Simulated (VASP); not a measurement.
Data:

```
CELL_PARAMETERS angstrom
      0.00000     2.47854     2.47854
      2.47854     0.00000     2.47854
      2.47854     2.47854     0.00000
ATOMIC_POSITIONS crystal
  W  0.00000 0.00000 0.00000
  S  0.50000 0.50000 0.50000
```

All values below come from PBE GGA, VASP's PBE PAW potentials (set 64) (plane waves; VASP 6.6.1). Run with 400 eV cut-off, Gaussian smearing of 0.050 eV, potentials W_sv S.

Problem. Give the energies of bands 6 to 13 at the high-symmetry points, in eV from the Fermi level.

Solution. 
```
band      Γ      X      U      L      W
----  -----  -----  -----  -----  -----
6     -3.47  -7.37  -7.55  -9.70  -7.24
7     -3.47  -4.90  -7.21  -6.90  -6.96
8     -3.47  -4.90  -6.05  -6.90  -6.96
9     -2.68  -4.79  -2.55   0.21  -0.79
10    -2.68  -0.92   0.53   0.21  -0.79
11    -2.68   0.56   1.02   0.69  -0.04
12    -2.14   1.10   1.03   1.91   1.11
13    -2.14   1.10   1.62   5.69   1.54
```

It has no gap at this level: it comes out as a metal or semimetal.

The structure was generated: WS was put into the rock salt type (Fm-3m), which need not be its known phase. It was relaxed first, which changed the volume by -36 %.
